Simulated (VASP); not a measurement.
Output of a VASP run:

### OSZICAR
```
       N       E                     dE             d eps       ncg     rms          rms(c)
DAV:   1     0.232014602483E+03    0.23201E+03   -0.17523E+04   680   0.180E+03
DAV:   2    -0.432202181385E+01   -0.23634E+03   -0.22983E+03   740   0.424E+02
DAV:   3    -0.141467844801E+02   -0.98248E+01   -0.98070E+01   718   0.982E+01
DAV:   4    -0.141991721222E+02   -0.52388E-01   -0.52378E-01   794   0.717E+00
DAV:   5    -0.141993607518E+02   -0.18863E-03   -0.18862E-03   753   0.374E-01    0.117E+01
DAV:   6    -0.127397846158E+02    0.14596E+01   -0.44527E+00   903   0.396E+01    0.893E+00
DAV:   7    -0.127448218366E+02   -0.50372E-02   -0.62855E-01   683   0.889E+00    0.516E+00
DAV:   8    -0.127232551567E+02    0.21567E-01   -0.12323E-01   700   0.376E+00    0.628E-01
DAV:   9    -0.127162131031E+02    0.70421E-02   -0.29617E-02   880   0.249E+00    0.820E-02
DAV:  10    -0.127164577361E+02   -0.24463E-03   -0.23308E-03   684   0.548E-01    0.549E-02
DAV:  11    -0.127164678329E+02   -0.10097E-04   -0.53017E-05   728   0.123E-01    0.249E-02
DAV:  12    -0.127164668577E+02    0.97520E-06   -0.11927E-05   726   0.364E-02    0.127E-02
DAV:  13    -0.127164669183E+02   -0.60616E-07   -0.11819E-06   545   0.189E-02
   1 F= -.11588593E+02 E0= -.11588593E+02  d E =-.115886E+02
```

OUTCAR:
```
------------------------ aborting loop because EDIFF is reached ----------------------------------------
  FORCE on cell =-STRESS in cart. coord.  units (eV):
  Direction    XX          YY          ZZ          XY          YZ          ZX
  --------------------------------------------------------------------------------------
  Total        1.1255644      1.1255644      1.1255644      0.0000000      0.0000000     -0.0000000
  in kB       49.8976128     49.8976128     49.8976128      0.0000000      0.0000000     -0.0000000
  external PRESSURE =      -0.1023872 kB  Pullay stress =      50.0000000 kB
  volume of cell :       36.14
      direct lattice vectors                 reciprocal lattice vectors
     0.000000000  2.624160446  2.624160446    -0.190537130  0.190537130  0.190537130
     2.624160446  0.000000000  2.624160446     0.190537130 -0.190537130  0.190537130
     2.624160446  2.624160446  0.000000000     0.190537130  0.190537130 -0.190537130
 POSITION                                       TOTAL-FORCE (eV/Angst)
 -----------------------------------------------------------------------------------
      0.00000      0.00000      0.00000        -0.000000     -0.000000     -0.000000
      1.31208      1.31208      1.31208         0.000000     -0.000000      0.000000
      3.93624      3.93624      3.93624        -0.000000      0.000000      0.000000
 -----------------------------------------------------------------------------------
    total drift:                                0.000000     -0.000000      0.000000
  FREE ENERGIE OF THE ION-ELECTRON SYSTEM (eV)
  ---------------------------------------------------
  free  energy   TOTEN  =       -12.7164669183 eV

  energy  without entropy=      -12.7164669183  energy(sigma->0) =      -12.71646692
  enthalpy is  TOTEN    =       -11.5885929500 eV   P V=        1.1278739682

 reached required accuracy - stopping structural energy minimisation
```
(Selected blocks of OUTCAR.)

**POSCAR**
```
CdF2
1
   -0.0000000000     2.6241604465     2.6241604465
    2.6241604465    -0.0000000000     2.6241604465
    2.6241604465     2.6241604465     0.0000000000
Cd F
1 2
Direct
  0.0000000000   0.0000000000   0.0000000000
  0.2500000000   0.2500000000   0.2500000000
  0.7500000000   0.7500000000   0.7500000000
```

Problem. Write an INCAR and KPOINTS that could have produced this output.

Solution. One answer among several that fit: the input of the run itself, LDA (Ceperley-Alder, Perdew-Zunger), plane waves, VASP's LDA PAW potentials (set 64).

**INCAR**
```
SIGMA = 0.05
ISIF = 3
NSW = 40   ! most ionic steps
EDIFF = 1E-6   ! SCF stop (eV)
LASPH = .True.
ALGO = Normal   ! blocked Davidson
EDIFFG = -0.02   ! ionic stop
LREAL = .False.   ! projection in real space or not
SYSTEM = CdF2
LWAVE = .False.
IBRION = 2
ENCUT = 620
PREC = Accurate
LMAXMIX = 4   ! l cut-off of mixed one-centre charges
LCHARG = .False.
PSTRESS = 50   ! kbar
ISMEAR = 0   ! Gaussian
NELM = 100   ! most electronic steps
```

File KPOINTS:
```
Automatic mesh
0
Gamma
7 7 7
0 0 0
```

POTCAR, in this order: Cd F (LDA.64 set). Program: vasp_std.

The compound is CdF2 in the fluorite structure. It was relaxed first under an external pressure of 5 GPa.
